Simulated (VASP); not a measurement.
Input of a VASP 6.6.1 run:

Contents of INCAR:

```
SYSTEM = Ge3B2C3
  PREC = Normal
  ENCUT = 520
  EDIFF = 1E-4
  ISMEAR = 0
  SIGMA = 0.15
  LREAL = .FALSE.
  LASPH = .TRUE.
  NELM = 60
  ALGO = Fast
  ISIF = 3
  LWAVE = .FALSE.
  LCHARG = .FALSE.
  GGA = PE
  IBRION = 2
  NSW = 24
  EDIFFG = -0.08
```

The input KPOINTS:

```
Automatic mesh
0
G
  4 4 4
  0 0 0
```

File POSCAR:

```
Ge3B2C3
1.0
    4.8925295300      0.0000000000      0.0000000000
    0.0000000000      4.8925295300      0.0000000000
    0.0000000000      0.0000000000      4.8925295300
Ge B C
3 2 3
Direct
    0.5000000000      0.0000000000      0.0000000000
    0.0000000000      0.5000000000      0.0000000000
    0.0000000000      0.0000000000      0.5000000000
    0.5000000000      0.5000000000      0.5000000000
    0.0000000000      0.0000000000      0.0000000000
    0.0000000000      0.5000000000      0.5000000000
    0.5000000000      0.0000000000      0.5000000000
    0.5000000000      0.5000000000      0.0000000000
```

Potentials or basis: VASP PAW PBE potentials, release 64 (Ge_d, B, C).

The run is started by

```console
$ cat potpaw_PBE.64/Ge_d/POTCAR potpaw_PBE.64/B/POTCAR potpaw_PBE.64/C/POTCAR > POTCAR
$ mpirun -np 1 vasp_std > vasp.out
```

(1) What does it give for the relaxed volume?

(2) Predict the relaxed cell.

(3) What does it give for the space group after relaxing (to 0.05 Å)?

(4) Predict the band gap on the k mesh.

## Answers

(1) 9.84 Å³/atom.

(2) a = 4.286 Å, b = 4.286 Å, c = 4.286 Å, α = 90.00°, β = 90.00°, γ = 90.00°.

(3) Pm-3m (No. 221).

(4) none (metal or under the smearing width).

Caveat: the volume moved by over 15 % at a fixed basis, so the end points are rough.
